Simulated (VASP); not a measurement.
Calculation: PBEsol GGA, VASP's PBE PAW potentials (set 64) (plane waves; VASP).

The input files of a VASP run:

File POSCAR:
```
Tl
1
    1.7300000000    -2.9964480000     0.0000000000
    1.7300000000     2.9964480000     0.0000000000
    0.0000000000     0.0000000000     5.5200000000
Tl
2
Direct
  0.3333330000   0.6666670000   0.2500000000
  0.6666670000   0.3333330000   0.7500000000
```

**INCAR**
```
SYSTEM=Tl
PREC=Accurate; ENCUT=520; LREAL=F
LASPH=T
EDIFF=1E-6; NELM=100; ALGO=Normal
LMAXMIX=4
ISMEAR=1; SIGMA=0.1
GGA=PS
IBRION=2; NSW=60; ISIF=3
EDIFFG=-0.01
LWAVE=F; LCHARG=F
```

### KPOINTS
```
Automatic mesh
0
Gamma
11 11 6
0 0 0
```

POTCAR, in this order: Tl_d (PBE.64 set). Program: vasp_std.

The resulting files:

**OSZICAR**
```
       N       E                     dE             d eps       ncg     rms          rms(c)
DAV:   1     0.126536349758E+03    0.12654E+03   -0.14406E+04  2192   0.144E+03
DAV:   2    -0.318236100758E+01   -0.12972E+03   -0.12814E+03  2309   0.296E+02
DAV:   3    -0.532960972746E+01   -0.21472E+01   -0.21042E+01  2665   0.336E+01
DAV:   4    -0.534166936922E+01   -0.12060E-01   -0.12058E-01  2419   0.256E+00
DAV:   5    -0.534179233789E+01   -0.12297E-03   -0.12297E-03  2511   0.268E-01    0.303E+00
DAV:   6    -0.527821718504E+01    0.63575E-01   -0.12518E-01  2289   0.302E+00    0.213E+00
DAV:   7    -0.526727543777E+01    0.10942E-01   -0.46348E-02  2270   0.182E+00    0.839E-01
DAV:   8    -0.526643499898E+01    0.84044E-03   -0.26341E-03  2276   0.441E-01    0.482E-02
DAV:   9    -0.526643636919E+01   -0.13702E-05   -0.13716E-05  2664   0.358E-02    0.101E-02
DAV:  10    -0.526643881809E+01   -0.24489E-05   -0.27237E-06  1752   0.166E-02    0.106E-03
DAV:  11    -0.526643888613E+01   -0.68038E-07   -0.29176E-07  1225   0.501E-03
   1 F= -.52664389E+01 E0= -.52659528E+01  d E =-.526644E+01
       N       E                     dE             d eps       ncg     rms          rms(c)
DAV:   1    -0.527093495933E+01   -0.44961E-02   -0.10923E-01  2219   0.279E+00    0.342E-01
DAV:   2    -0.526756311190E+01    0.33718E-02   -0.62430E-03  2291   0.708E-01    0.136E-01
DAV:   3    -0.526685058944E+01    0.71252E-03   -0.15860E-03  2284   0.360E-01    0.858E-02
DAV:   4    -0.526679362268E+01    0.56967E-04   -0.17392E-04  2281   0.115E-01    0.752E-03
DAV:   5    -0.526679270288E+01    0.91980E-06   -0.21524E-05  2367   0.406E-02    0.714E-03
DAV:   6    -0.526679274921E+01   -0.46323E-07   -0.64833E-07  1177   0.699E-03
   2 F= -.52667927E+01 E0= -.52663893E+01  d E =-.353863E-03
       N       E                     dE             d eps       ncg     rms          rms(c)
DAV:   1    -0.527283885285E+01   -0.60461E-02   -0.15254E-01  2225   0.330E+00    0.404E-01
DAV:   2    -0.526814254073E+01    0.46963E-02   -0.87197E-03  2266   0.837E-01    0.160E-01
DAV:   3    -0.526715024257E+01    0.99230E-03   -0.22121E-03  2303   0.426E-01    0.101E-01
DAV:   4    -0.526706985086E+01    0.80392E-04   -0.24275E-04  2266   0.136E-01    0.888E-03
DAV:   5    -0.526706856518E+01    0.12857E-05   -0.29914E-05  2374   0.479E-02    0.843E-03
DAV:   6    -0.526706860241E+01   -0.37235E-07   -0.88978E-07  1190   0.818E-03
   3 F= -.52670686E+01 E0= -.52667949E+01  d E =-.629716E-03
       N       E                     dE             d eps       ncg     rms          rms(c)
DAV:   1    -0.529008662494E+01   -0.23018E-01   -0.61355E-01  2233   0.661E+00    0.807E-01
DAV:   2    -0.527129711728E+01    0.18790E-01   -0.35308E-02  2264   0.169E+00    0.322E-01
DAV:   3    -0.526731876646E+01    0.39784E-02   -0.88576E-03  2316   0.853E-01    0.202E-01
DAV:   4    -0.526697870243E+01    0.34006E-03   -0.99244E-04  2273   0.275E-01    0.174E-02
DAV:   5    -0.526697375377E+01    0.49487E-05   -0.11188E-04  2337   0.926E-02    0.164E-02
DAV:   6    -0.526697387263E+01   -0.11887E-06   -0.30395E-06  1881   0.146E-02
   4 F= -.52669739E+01 E0= -.52669972E+01  d E =-.534987E-03
       N       E                     dE             d eps       ncg     rms          rms(c)
DAV:   1    -0.527817443950E+01   -0.11201E-01   -0.29296E-01  2233   0.459E+00    0.563E-01
DAV:   2    -0.526923018331E+01    0.89443E-02   -0.16441E-02  2263   0.115E+00    0.223E-01
DAV:   3    -0.526732476446E+01    0.19054E-02   -0.42297E-03  2296   0.588E-01    0.143E-01
DAV:   4    -0.526714800910E+01    0.17676E-03   -0.45623E-04  2265   0.187E-01    0.127E-02
DAV:   5    -0.526714543194E+01    0.25772E-05   -0.64296E-05  2345   0.706E-02    0.118E-02
DAV:   6    -0.526714434718E+01    0.10848E-05   -0.26131E-06  1805   0.143E-02    0.305E-03
DAV:   7    -0.526714421384E+01    0.13334E-06   -0.34227E-07  1104   0.569E-03
   5 F= -.52671442E+01 E0= -.52669619E+01  d E =-.705328E-03
       N       E                     dE             d eps       ncg     rms          rms(c)
DAV:   1    -0.527039020121E+01   -0.32459E-02   -0.11284E-01  2249   0.266E+00    0.256E-01
DAV:   2    -0.526824478855E+01    0.21454E-02   -0.23378E-03  2241   0.471E-01    0.134E-01
DAV:   3    -0.526740778765E+01    0.83700E-03   -0.13959E-03  2263   0.360E-01    0.516E-02
DAV:   4    -0.526738193956E+01    0.25848E-04   -0.15429E-04  2397   0.104E-01    0.780E-03
DAV:   5    -0.526738130695E+01    0.63261E-06   -0.11387E-05  2326   0.299E-02    0.537E-03
DAV:   6    -0.526738103137E+01    0.27558E-06   -0.71194E-07  1114   0.759E-03
   6 F= -.52673810E+01 E0= -.52673590E+01  d E =-.236818E-03
       N       E                     dE             d eps       ncg     rms          rms(c)
DAV:   1    -0.526781232242E+01   -0.43102E-03   -0.15176E-02  2241   0.975E-01    0.933E-02
DAV:   2    -0.526752732921E+01    0.28499E-03   -0.31256E-04  2250   0.173E-01    0.491E-02
DAV:   3    -0.526741532212E+01    0.11201E-03   -0.18680E-04  2263   0.132E-01    0.188E-02
DAV:   4    -0.526741140806E+01    0.39141E-05   -0.20790E-05  2404   0.382E-02    0.286E-03
DAV:   5    -0.526741134457E+01    0.63490E-07   -0.14415E-06  1241   0.109E-02
   7 F= -.52674113E+01 E0= -.52674441E+01  d E =-.267131E-03
```

File OUTCAR:
```
------------------------ aborting loop because EDIFF is reached ----------------------------------------
  FORCE on cell =-STRESS in cart. coord.  units (eV):
  Direction    XX          YY          ZZ          XY          YZ          ZX
  --------------------------------------------------------------------------------------
  Total        0.0122772      0.0122772      0.0127540      0.0000000     -0.0000000      0.0000000
  in kB        0.3460521      0.3460521      0.3594908      0.0000000     -0.0000000      0.0000000
  external PRESSURE =       0.3505317 kB  Pullay stress =       0.0000000 kB
  volume of cell :       56.84
      direct lattice vectors                 reciprocal lattice vectors
     1.717480182 -2.974763037  0.000000000     0.291124174 -0.168080615 -0.000000000
     1.717480182  2.974763037 -0.000000000     0.291124174  0.168080615  0.000000000
     0.000000000 -0.000000000  5.562824392     0.000000000  0.000000000  0.179764797
 POSITION                                       TOTAL-FORCE (eV/Angst)
 -----------------------------------------------------------------------------------
      1.71748      0.99159      1.39071         0.000000      0.000000      0.000000
      1.71748     -0.99159      4.17212        -0.000000     -0.000000      0.000000
 -----------------------------------------------------------------------------------
    total drift:                               -0.000011      0.000452      0.000010
  FREE ENERGIE OF THE ION-ELECTRON SYSTEM (eV)
  ---------------------------------------------------
  free  energy   TOTEN  =        -5.2674113446 eV

  energy  without entropy=       -5.2675095040  energy(sigma->0) =       -5.26744406

 reached required accuracy - stopping structural energy minimisation
```
(Selected blocks of OUTCAR.)

**CONTCAR**
```
Tl
   1.00000000000000
     1.7174801822536683   -2.9747630373277576    0.0000000000000000
     1.7174801822536683    2.9747630373277576   -0.0000000000000000
     0.0000000000000000   -0.0000000000000000    5.5628243916638542
  Tl
     2
Direct
     0.3333330000000032    0.6666669999999968    0.2500000000000000
     0.6666669999999968    0.3333330000000032    0.7500000000000000
```

### OUTCAR
```
 val. band max:        6.3846659880   @ k =   0.3636  -0.0000   0.0000

 cond. band min:       6.4530326781   @ k =   0.2727   0.1818   0.5000


 Fermi energy:         6.4011759294

 k-point     1 :       0.0000    0.0000    0.0000
  band No.  band energies     occupation
      1      -5.3171      2.00000
      2      -5.0891      2.00000
      3      -5.0569      2.00000
      4      -5.0569      2.00000
      5      -5.0043      2.00000
      6      -5.0043      2.00000
      7      -4.9188      2.00000
      8      -4.9187      2.00000
      9      -4.5913      2.00000
     10      -4.5913      2.00000
     11      -3.6618      2.00000
     12       1.2069      2.00000
     13       3.5092      2.00000
     14      14.6152      0.00000
     15      14.6152      0.00000
     16      16.6762      0.00000
     17      16.6763      0.00000

 k-point     2 :       0.0909   -0.0000    0.0000
  band No.  band energies     occupation
      1      -5.2876      2.00000
      2      -5.1138      2.00000
      3      -5.0251      2.00000
      4      -5.0199      2.00000
      5      -5.0056      2.00000
      6      -4.9697      2.00000
      7      -4.9407      2.00000
      8      -4.9351      2.00000
      9      -4.6272      2.00000
     10      -4.5850      2.00000
     11      -3.5025      2.00000
     12       1.3079      2.00000
     13       3.7163      2.00000
     14      12.8889      0.00000
     15      13.8992      0.00000
     16      15.4163      0.00000
     17      17.0469      0.00000

 k-point     3 :       0.1818   -0.0000    0.0000
  band No.  band energies     occupation
      1      -5.2680      2.00000
      2      -5.1129      2.00000
      3      -5.0339      2.00000
      4      -5.0067      2.00000
      5      -4.9759      2.00000
      6      -4.9341      2.00000
      7      -4.9192      2.00000
      8      -4.8749      2.00000
      9      -4.7107      2.00000
     10      -4.5713      2.00000
     11      -3.0121      2.00000
...
```

Unless said otherwise, spin-orbit coupling is left out, though it shifts the bands of the heavy elements here.

The compound is Tl in the hcp structure. This run relaxes it. Symmetry was kept, so distortions that lower it aren't found.
